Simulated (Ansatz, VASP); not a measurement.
# Cross-check of SiC (SiC (P6_3mc)) between VASP and Ansatz

One calculation is typed for both programs; each brings its own data sets. How far apart do they land? The cell is taken from a series of runs on this material, whose earlier steps may have relaxed, scaled, displaced or heated it; both programs get it as it stands.

Program: Ansatz 0.2.0. Level of theory: plane waves, with VASP 6.6.1 beside it; single point at HSE06. Results are calculated unless marked as measured.

In doubt: a hybrid run on one k-point (step 3), which bears on gaps, levels and energies.

## (1) Set-up

The cell holds 108 atoms: 54 Si and 54 C. Its edges and angles: a = 9.237 Å, b = 9.237 Å, c = 15.108 Å, α = 90.0°, β = 90.0°, γ = 120.0°.

## (2) VASP: single point, HSE06

A single point gives forces, pressure and levels at one fixed geometry, so differences don't come from the geometry; what else differs is listed under the comparison.

Lines of VASP's logs that name or quote its potential files are left out, and so is its time.

The run reads the wave functions of an earlier VASP run, which isn't shown here.

Contents of INCAR:

```
SYSTEM = SiC
PREC = Accurate
ENCUT = 520
EDIFF = 1E-06
NELM = 100
ISMEAR = 0
SIGMA = 0.01
LREAL = Auto
ALGO = Normal
LHFCALC = .TRUE.
AEXX = 0.25
GGA = PE
HFSCREEN = 0.208
LASPH = .TRUE.
NBANDS = 291
PRECFOCK = Fast
LORBIT = 11
LWAVE = .FALSE.
LCHARG = .FALSE.
ISIF = 2
```

Contents of POSCAR:

```
SiC
1.0
    9.2365502336      0.0000000000      0.0000000000
   -4.6182751168      7.9990871456      0.0000000000
    0.0000000000      0.0000000000     15.1082489800
Si C
54 54
Direct
    0.1116200000      0.2216800000      0.8329500000
    0.2216800000      0.1116200000      0.3329500000
    0.2222800000      0.1110100000      0.6664400000
    0.1110100000      0.2222800000      0.1664400000
    0.9996200000      0.0004500000      0.4996600000
    0.0004500000      0.9996200000      0.9996600000
    0.1116200000      0.5550100000      0.8329500000
    0.2216800000      0.4449500000      0.3329500000
    0.2222800000      0.4443400000      0.6664400000
    0.1110100000      0.5556100000      0.1664400000
    0.9996200000      0.3337800000      0.4996600000
    0.0004500000      0.3329500000      0.9996600000
    0.1116200000      0.8883500000      0.8329500000
    0.2216800000      0.7782800000      0.3329500000
    0.2222800000      0.7776700000      0.6664400000
    0.1110100000      0.8889500000      0.1664400000
    0.9996200000      0.6671200000      0.4996600000
    0.0004500000      0.6662800000      0.9996600000
    0.4449500000      0.2216800000      0.8329500000
    0.5550100000      0.1116200000      0.3329500000
    0.5556100000      0.1110100000      0.6664400000
    0.4443400000      0.2222800000      0.1664400000
    0.3329500000      0.0004500000      0.4996600000
    0.3337800000      0.9996200000      0.9996600000
    0.4449500000      0.5550100000      0.8329500000
    0.5550100000      0.4449500000      0.3329500000
    0.5556100000      0.4443400000      0.6664400000
    0.4443400000      0.5556100000      0.1664400000
    0.3329500000      0.3337800000      0.4996600000
    0.3337800000      0.3329500000      0.9996600000
[... 72 atom lines left out ...]
    0.6673700000      0.6659500000      0.8744400000
    0.6659500000      0.6673700000      0.3744400000
    0.7780100000      0.8886000000      0.7080700000
    0.8886000000      0.7780100000      0.2080700000
    0.8886700000      0.7780900000      0.5415300000
    0.7780900000      0.8886700000      0.0415300000
```

Contents of KPOINTS:

```
Automatic mesh
0
Gamma
1 1 1
0 0 0
```

PAW data sets: Si and C (PBE family, release 64).

The run is started by

```bash
$ export OMP_NUM_THREADS=3
$ mpirun -np 1 vasp_gam
```

Numbers of over 12 decimals in the logs are rounded to 6 here.

The program printed:

```text
[banner, memory and clock lines left out]
running    1 mpi-ranks, on    1 nodes
[...]
Offloading initialized ...    1 GPUs detected
[...]
LDA part: xc-table for (Slater+PW92), standard interpolation
 found WAVECAR, reading the header
 POSCAR, INCAR and KPOINTS ok, starting setup
[...]
reading WAVECAR
 the WAVECAR file was read successfully
 initial charge from wavefunction
 entering main loop
       N       E                     dE             d eps       ncg     rms          rms(c)
DAV:   1    -0.928240628371E+03   -0.92824E+03   -0.16504E+01   596   0.744E+00    0.196E+01
DAV:   2    -0.928349765181E+03   -0.10914E+00   -0.45548E-01   652   0.114E+00    0.142E+01
DAV:   3    -0.928322433033E+03    0.27332E-01   -0.16377E-02   633   0.227E-01    0.833E+00
DAV:   4    -0.928312635392E+03    0.97976E-02   -0.48001E-03   641   0.108E-01    0.479E+00
[...]
DAV:   9    -0.928308168939E+03    0.27929E-04   -0.10800E-05   636   0.676E-03    0.288E-01
DAV:  10    -0.928308162237E+03    0.67022E-05   -0.35436E-06   505   0.390E-03    0.165E-01
DAV:  11    -0.928308161903E+03    0.33389E-06   -0.13684E-06   345   0.250E-03
   1 F= -.92830816E+03 E0= -.92830816E+03  d E =-.283209E-16
```

OUTCAR, selected parts (step 2):

```text
  FREE ENERGIE OF THE ION-ELECTRON SYSTEM (eV)
  ---------------------------------------------------
  free  energy   TOTEN  =      -928.3081619029 eV

  energy  without entropy=     -928.3081619029  energy(sigma->0) =     -928.30816190
```

The run ends at a pressure of -0.96 GPa, with forces up to 0.18 eV/Å.

## (3) Ansatz: single point, HSE06

Ansatz runs on its PAW soft_1 files.

The same cell, functional and mesh now go to Ansatz.

Contents of input.yaml:

```yaml
crystal:
  checkpoint: "../host.xf4.run"
basis:
  ecutwfc: 420.0
  ecutrho_ratio: 4
  xc_grid: 2
  fft_grid_basis: typed
  precision: f64
kpoints:
  mp_grid: { grid: [1, 1, 1] }
hamiltonian:
  xc: hse06
  pseudopotentials:
    kind: paw
    azcp: { folder: soft_1, C: "soft_1/C.paw.azcp", Si: "soft_1/Si.paw.azcp" }
scf:
  max_iter: 100
  occupations: { method: fixed }
  exx: { ecutfock_ratio: 4 }
output:
  eigenvalues: true
checkpoint:
  write: "../edges.xf4.run"
  compress: false
  write_wavefunctions: false
  write_every: 100000
```

The run is started by

```bash
$ ansatz run input.yaml --threads 32 --pin off --max-ram 84787MiB --backend cuda --events-out ev --progress --plain --runs-dir out --max-vram 78GiB
```

The program printed:

```text
crystal.checkpoint: the structure is that of <dir>, a `scf` run: its result, under hse06 at a charge of 0 e; 108 atoms read, 0 with a starting moment; no density is read with it (checkpoint.read); crystal.structure_sha256 for this input is
exact exchange: scf.exx.singularity resolves to wigner_seitz, which cuts the screened interaction at the faces of the exchange supercell's Wigner-Seitz cell, so that each pair interacts once, at the shortest of its separations (the periodic images that this leaves out come, for a point-like exchange hole, to about 0.015 eV on a filled level). The cut falls within the interaction's reach, and what an exchange supercel
Engine: ansatz 0.2.0, aarch64-unknown-linux-gnu
Pseudopotentials: kind: paw
Pseudopotential: Si, paw, valence charge 4, recommended cutoff 420 eV (normal), soft_1/Si.paw.azcp
Pseudopotential: C, paw, valence charge 4, recommended cutoff 420 eV (normal), soft_1/C.paw.azcp
Functional definition: HSE06
  parameter a = 0.25
  parameter omega = 0.11/bohr
  exchange = pbe_x - a*pbe_x_sr(omega) + a*exact_x_sr(omega)
  correlation = pbe_c
davidson cushion auto → on  (no smearing: the cushion is to keep the highest requested band from converging to the state above it; pin scf.eigensolver.cushion to override)
device memory: the entry about to start is reckoned to put 3.4 GiB on a device that reports 173.0 GiB free (of which the cap on the GPU budget leaves the run 78.0 GiB)
GPU FFT provider: cuFFT
GPU libraries: cuBLAS 13.8.1, cuFFT 12.4.0, cuSOLVER 12.3.2
Crystal: 108 atoms, lattice volume = 1116.257 Å³
Basis set: ecut = 420 eV, 21747 PW (Γ), exchange–correlation on 128×128×216 points (8 copies of the dense FFT grid, shifted against one another)
Bands: 324, of which v1, the nominal top of the filled ones, is band 216 counted from 1 (215 counted from 0)
Symmetry: 18 space group operations
Space group: Cc (ITA 9), of the structure as read, at distance tolerance 1.0e-4 Å
k-points: 1
Non-local potential: Si, projectors of the file, l = 0: 2, l = 1: 2, l = 2: 1
Non-local potential: C, projectors of the file, l = 0: 2, l = 1: 2, l = 2: 1
PAW form: soft (Blöchl's): semilocal exchange-correlation on the pseudo side does not see the compensation charge
PAW frozen core: Si, regenerated for the run's functional, and the local potential with it (the file was generated under x = pbe(κ = 0.804, μ = 0.219515), c = pbe(β = 0.066725))
PAW frozen core: C, regenerated for the run's functional, and the local potential with it (the file was generated under x = pbe(κ = 0.804, μ = 0.219515), c = pbe(β = 0.066725))
PAW one-centre angular grid: Si, 110 points (default); XC on 64 Gauss nodes
PAW one-centre angular grid: C, 110 points (default); XC on 64 Gauss nodes
Initial density: superposition of atomic densities (chi_scale 0.1, normalization cell, long waves kept (reshape's long-wave potential 0.00 eV rms))
Initial wavefunctions: pseudopotential atomic-orbital guess
GPU buffer pool allocated for 442368 grid points (all kernels)
GPU transforms: local potential and band sums: pruned to the plane-wave sphere, on 64×64×108
Functional: x = pbe(κ = 0.804, μ = 0.219515), c = pbe(β = 0.066725), warm-up for x = pbe(κ = 0.804, μ = 0.219515) + 0.25 (exact − pbe) at short range (hse, ω = 0.207870 Å⁻¹), c = pbe(β = 0.066725); HSE06 as pw.x's `hse` composes it (authors' and Libxc's form: `xc: wpbeh`)
SCF iter   1: F=—  HF=-47979.468424 eV  |Δ(HF+E_count)|=         —  Δρ=1.43e-1  dr2=2.79e2  Hψ=1283
preconditioner: auto → none  [insulator: Δε(μ)=4.650 eV  Ē_g=12.659 eV  n_scr=244 (ndim 8)  ℏωp=23.1 eV  f_vac=0.000]
iter 2 solved again at ethr=3.84e-3 eV; its pass at ethr=6.46e-2 eV (dr2=1.66e1 eV) is discarded
SCF iter   2: F=—  HF=-47896.433766 eV  |Δ(HF+E_count)|=    8.30e1  Δρ=5.03e-2  dr2=1.69e1  Hψ=1658
SCF iter   3: F=—  HF=-47892.389496 eV  |Δ(HF+E_count)|=    4.04e0  Δρ=2.06e-2  dr2=2.39e0  Hψ=736
SCF iter   4: F=—  HF=-47892.477057 eV  |Δ(HF+E_count)|=   8.76e-2  Δρ=3.02e-3  dr2=2.37e-1  Hψ=830
SCF iter   5: F=—  HF=-47892.437434 eV  |Δ(HF+E_count)|=   3.96e-2  Δρ=1.87e-3  dr2=6.05e-2  Hψ=916
SCF iter   6: F=—  HF=-47892.421316 eV  |Δ(HF+E_count)|=   1.61e-2  Δρ=4.08e-4  dr2=1.65e-3  Hψ=895
SCF iter   7: F=-47892.420912 eV  HF=-47892.421072 eV  |Δ(HF+E_count)|=   2.44e-4  Δρ=1.01e-4  dr2=2.03e-4  Hψ=1034
SCF 1 stopped early in 7 iterations: F = -47892.420912 eV  dr2 = 2.03e-4
  greatest PAW one-centre occupation: 0.639 electrons in one spin orbital (limit 2), on the C atom at site 103 (counted from 0), in its partial waves of l = 0
device memory: the entry about to start is reckoned to put 4.3 GiB (of the 4.6 GiB reckoned in all, the device holds 0.3 GiB already) on a device that reports 176.8 GiB free (of which the cap on the GPU budget leaves the run 77.7 GiB)
GPU FFT provider: cuFFT
GPU libraries: cuBLAS 13.8.1, cuFFT 12.4.0, cuSOLVER 12.3.2
Initial density: handed on by an earlier stage of this run
Initial wavefunctions: those handed on with the density
GPU buffer pool allocated for 442368 grid points (all kernels)
GPU transforms: local potential and band sums: pruned to the plane-wave sphere, on 64×64×108
Functional: x = pbe(κ = 0.804, μ = 0.219515) + 0.25 (exact − pbe) at short range (hse, ω = 0.207870 Å⁻¹), c = pbe(β = 0.066725); HSE06 as pw.x's `hse` composes it (authors' and Libxc's form: `xc: wpbeh`)
Exchange kernel: α = 0.2500, screened, ω = 0.2079 Å⁻¹, Wigner–Seitz truncation, v(0) = 889.3458 eV·Å³, q-mesh 1×1×1, nearest image of the exchange supercell L = 9.24 Å, pair-density grid 54×54×108, without the augmentation charges, whose exchange is taken in its separable form, smooth part of the exact exchange by density-matrix convolution of real orbitals (pair densities' operator) in up to 858.3 MiB of GPU memory
Frozen-core exchange: fock
SCF iter   1: F=—  HF=-47927.367096 eV  |Δ(HF+E_count)|=         —  Δρ=5.68e-3  dr2=2.12e-1  Hψ=2243
preconditioner: auto → none  [insulator: Δε(μ)=3.752 eV  Ē_g=13.449 eV  n_scr=244 (ndim 8)  ℏωp=23.1 eV  f_vac=0.000]
SCF iter   2: F=—  HF=-47927.313559 eV  |Δ(HF+E_count)|=   5.35e-2  Δρ=3.71e-3  dr2=1.60e-1  Hψ=1459
SCF iter   3: F=—  HF=-47927.265423 eV  |Δ(HF+E_count)|=   4.81e-2  Δρ=5.90e-4  dr2=1.37e-2  Hψ=1391
SCF iter   4: F=—  HF=-47927.394953 eV  |Δ(HF+E_count)|=   1.30e-1  Δρ=6.71e-4  dr2=5.92e-3  Hψ=1418
SCF iter   5: F=—  HF=-47927.392946 eV  |Δ(HF+E_count)|=   2.01e-3  Δρ=1.50e-4  dr2=6.24e-4  Hψ=979
SCF iter   6: F=—  HF=-47927.392808 eV  |Δ(HF+E_count)|=   1.38e-4  Δρ=6.25e-5  dr2=1.61e-4  Hψ=835
SCF iter   7: F=-47927.394233 eV  HF=-47927.394246 eV  |Δ(HF+E_count)|=   1.44e-3  Δρ=6.28e-5  dr2=3.01e-5  Hψ=1415
SCF 2 stopped early in 7 iterations: F = -47927.394233 eV  dr2 = 3.01e-5
  greatest PAW one-centre occupation: 0.640 electrons in one spin orbital (limit 2), on the C atom at site 103 (counted from 0), in its partial waves of l = 0
hybrid outer 1: dexx = +1.434e-1 eV, tail = 9.77e-5 eV
GPU FFT provider: cuFFT
GPU libraries: cuBLAS 13.8.1, cuFFT 12.4.0, cuSOLVER 12.3.2
GPU buffer pool allocated for 442368 grid points (all kernels)
GPU transforms: local potential and band sums: pruned to the plane-wave sphere, on 64×64×108
Exchange kernel: α = 0.2500, screened, ω = 0.2079 Å⁻¹, Wigner–Seitz truncation, v(0) = 889.3458 eV·Å³, q-mesh 1×1×1, nearest image of the exchange supercell L = 9.24 Å, pair-density grid 54×54×108, without the augmentation charges, whose exchange is taken in its separable form, smooth part of the exact exchange by density-matrix convolution of real orbitals (pair densities' operator) in up to 858.3 MiB of GPU memory
Frozen-core exchange: fock
SCF iter   1: F=—  HF=-47927.393360 eV  |Δ(HF+E_count)|=         —  Δρ=1.69e-5  dr2=3.70e-6  Hψ=745
preconditioner: auto → none  [insulator: Δε(μ)=3.780 eV  Ē_g=13.458 eV  n_scr=244 (ndim 8)  ℏωp=23.1 eV  f_vac=0.000]
iter 2 solved again at ethr=2.00e-11 eV; its pass at ethr=6.91e-10 eV (dr2=8.66e-8 eV) is discarded
SCF iter   2: F=—  HF=-47927.393360 eV  |Δ(HF+E_count)|=   2.04e-7  Δρ=4.48e-6  dr2=1.83e-7  Hψ=1946
SCF iter   3: F=—  HF=-47927.393361 eV  |Δ(HF+E_count)|=   9.18e-7  Δρ=3.21e-6  dr2=1.63e-7  Hψ=1220
SCF iter   4: F=-47927.393361 eV  HF=-47927.393361 eV  |Δ(HF+E_count)|=   5.10e-8  Δρ=5.31e-7  dr2=4.66e-9  Hψ=1014
SCF 3 converged in 4 iterations: F = -47927.393361 eV  dr2 = 4.66e-9
hybrid outer 2: dexx = +9.498e-7 eV, tail = 1.14e-8 eV, Δε = 9.63e-4 eV (about 1.71e-5 eV left of the loop's levels)
hybrid SCF converged: 2 outer / 11 inner (+7 warm-up), last move |dexx| = 9.50e-7 eV, tail = 1.14e-8 eV
Stability not checked: this state was not tested for a lower state beside it, because the functional holds exact exchange (a hybrid, or Hartree-Fock), whose exchange loop this test does not read (fock_operator; see scf.lower_state_search)
Free energy (F): -47927.393361 eV
Frozen-core exchange: fock
Harris-Foulkes:  -47927.393361 eV  (|F-HF|=3.33e-9)
Internal energy: -47927.393361 eV  (E = F + TS)
E sigma→0 (E₀):  -47927.393361 eV
Fermi energy:    8.993350 eV
--- Per-component energies (eV) ---
  E_band       = 1073.732831
  E_kinetic    = 7260.401024
  E_local      = -5164.605023  (includes V_loc(G=0)·N_el)
  E_nonlocal   = 2366.528359
  E_hartree    = 1758.119559
  E_xc         = -4639.559087
  E_vxc        = -4748.181206  (∫ρ·V_xc dr)
  E_exx        = -824.101522  (= α·E_x^exact, valence–valence)
  E_paw        = -33304.061682  (= ΣΔE_a)
  E_vpaw       = -508.446204  (= ΣTr[D̂ρ^β])
  E_aug_tail   = 0.002802  (compensation charges beyond the density's cutoff)
  E_ewald      = -15375.995723
  E_core_change = -4.122068  (= ΣΔE_core)
  E_smearing   = -0.000000  (= −TS)
  E_closure    = -0.000000  (closes the sum)
  Σ components = -47927.393361   (vs F -47927.393361, Δ=0.00e0)
--- Band table (eV) ---
  k-point 0: bands = ["-8.0521", "-7.4858", "-7.4443", "-6.0336", "-6.0336", "-6.0336", "-6.0336", "-6.0315", "-6.0315", "-5.8203", "-5.7869", "-5.5167", "-5.5167", "-5.5167", "-5.5167", "-5.5146", "-
```

Reading the cycles: dr2 is the Hartree energy of the density residual (eV), the measure of convergence; HF is the Harris–Foulkes estimate of the energy, which meets the free energy F at convergence.

## (4) Side by side

Known differences besides the potentials themselves: exact exchange at q = 0 is treated differently, which shows on coarse meshes; VASP keeps PBE cores, Ansatz makes them for the functional; fixed occupations in Ansatz, narrow Gaussian smearing in VASP; the cutoff is 420 eV in Ansatz and 520 eV in VASP (PREC = Accurate, projectors in real space); VASP takes a coarser grid for exact exchange (PRECFOCK = Fast). Total energies have different zeros and are not compared.

Compared:

| quantity | Ansatz | VASP | difference |
| --- | --- | --- | --- |
| gap on the k mesh (eV) | 3.781 | 3.794 | -0.013 |

A gap on the mesh is an upper bound, since the band edges may lie between its points.

## (5) Summary of results

| Quantity | Value |
| --- | --- |
| difference in gap on the k mesh (single point, HSE06) | -0.013 eV |

In words: The difference in gap on the k mesh is -0.013 eV (single point, HSE06), within the 0.08 eV picked in this series as the mark of a large difference. Such differences can come from data sets, numerical settings and the points named under the comparisons, not from the functional's error against experiment.

[Lines on the potential files, build, host, timing and source positions are cut from VASP's logs without a mark.]

[Logs are printed without paths, hosts, clocks, repeated set-up lines and the standing remarks that a program may print on its own settings, such as how far it seeks lower states.]

[Hosts, paths, dates, database ids (printed as entryN), source tags and the programs' standing remarks are cut or masked in the printed files.]
